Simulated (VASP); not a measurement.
CrO₂ (rutile) relaxed at rising pressure, in one space group throughout; other phases were not tried. The pressures are those reached. Calculation: PBEsol GGA, VASP's PBE PAW potentials (set 64) (plane waves; VASP).

```tsv
P (GPa)	V (Å³/atom)	k-mesh
0.01	9.288	7×7×11
5.02	9.115	7×7×11
10.02	8.961	7×7×11
20.09	8.689	7×7×11
30.10	8.458	7×7×11
```

Q: Fit an equation of state and predict the volume at 44.71 GPa.

A: Least squares on the third-order Birch-Murnaghan form, P = (3B0/2)(y⁷ − y⁵)[1 + (3/4)(B′ − 4)(y² − 1)] with y = (V0/V)^(1/3), gives V0 = 9.288 Å³/atom, B0 = 256 GPa and B′ = 4.8, and so 8.173 Å³/atom. The run gave 8.170 Å³/atom, -0.0 % from the fit.

Pressures at which the relaxation failed are left out.

The compound is CrO2 in the rutile structure. The spin order is the one that the start imposed; others were not tried in this run.
